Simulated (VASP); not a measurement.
VASP input:

POSCAR:
```
Ca(ZnSi)2
1.0
 -2.1062100000   2.1062100000   5.0500250000
  2.1062100000  -2.1062100000   5.0500250000
  2.1062100000   2.1062100000  -5.0500250000
Ca Zn Si
1 2 2
Cart
  0.0000000000   0.0000000000   0.0000000000
  2.1062100000   0.0000000000   2.5250125000
  0.0000000000   2.1062100000   2.5250125000
  0.0000000000  -0.0000000000   6.2195097895
  0.0000000000  -0.0000000000   3.8805402105
```

**KPOINTS**
```
Regular mesh
0
Gamma
  8 8 8
0 0 0
```

INCAR:
```
SYSTEM = Ca(ZnSi)2
PREC = Accurate
ENCUT = 300
EDIFF = 1E-6
NELM = 100
ALGO = Normal
LREAL = .FALSE.
LASPH = .TRUE.
ISMEAR = 0
SIGMA = 0.1
LMAXMIX = 4
LWAVE = .FALSE.
LCHARG = .FALSE.
ISIF = 3
IBRION = 2
NSW = 50
EDIFFG = -0.01
```

POTCAR, in this order: Ca_sv Zn Si (LDA.64 set). Program: vasp_std.

Task: Write an equivalent input for Ansatz.

Result: One equivalent input (not run):
Ansatz 0.2 input:
```yaml
crystal:
  lattice:
    - [-2.1062100, 2.1062100, 5.0500250]
    - [2.1062100, -2.1062100, 5.0500250]
    - [2.1062100, 2.1062100, -5.0500250]
  atoms:
    - { symbol: Ca, position: [0.0000000, 0.0000000, 0.0000000] }
    - { symbol: Zn, position: [0.2500000, 0.7500000, 0.5000000] }
    - { symbol: Zn, position: [0.7500000, 0.2500000, 0.5000000] }
    - { symbol: Si, position: [0.6157900, 0.6157900, 0.0000000] }
    - { symbol: Si, position: [0.3842100, 0.3842100, 0.0000000] }
kpoints:
  mp_grid: { grid: [8, 8, 8] }
hamiltonian:
  xc: lda
  pseudopotentials: { kind: paw }
scf:
  occupations: { method: gaussian, width: 0.1 }
  max_iter: 100
relax:
  max_steps: 50
  f_tol: 0.01
  cell: {}
output: { forces: true, stress: true, eigenvalues: true }
```
What does not carry over: each code has its own PAW files, so the cut-off isn't converted (ENCUT is set for VASP's; basis.ecutwfc is left out, and Ansatz then takes the one that its files recommend); Ansatz stops its SCF on the density residual and VASP on the energy change (EDIFF); Ansatz's lda is the Perdew-Wang form, while the LDA potentials of VASP carry Perdew-Zunger's.

The structure comes from a computed database's CaZn2Si2 entry (I4/mmm); how it stands against other phases isn't given here. This run relaxes it. Symmetry was kept, so distortions that lower it aren't found. The run is one of a series of settings (EDIFFG = -0.01, IBRION = 2, ISIF = 3, NSW = 50 against the base run), some of them coarse on purpose.
